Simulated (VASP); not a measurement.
Data:

```xyz
2
Lattice="3.4078 0.0000 0.0000 0.0000 3.4078 0.0000 0.0000 0.0000 3.4078" Properties=species:S:1:pos:R:3 pbc="T T T"
Ti     0.0000     0.0000     0.0000
Sb     1.7039     1.7039     1.7039
```

Computed with r2SCAN meta-GGA, VASP's PBE PAW potentials (set 64) (plane waves; VASP). Run with 400 eV cut-off, 12×12×12 Γ-centred mesh, tetrahedra with Blöchl corrections, potentials Ti_sv Sb.

Unless said otherwise, spin-orbit coupling is left out, though it shifts the bands of the heavy elements here.

### Question
What does the run give for the energy per atom (σ→0), band gap (over mesh and band path) with the smallest direct gap where there is one?

### Answer

The band gap (over mesh and band path) comes out as none (metal, semimetal or under 0.01 eV) and the energy per atom (σ→0) is -19.552 eV/atom.

Total energies compare only between runs with the same potentials, cut-off and functional.

The structure was generated: TiSb was put into the CsCl type type (Pm-3m), which need not be its known phase. It was relaxed first, which changed the volume by -33 %. The electron count is odd and the run is not spin-polarised, which forces a metal.
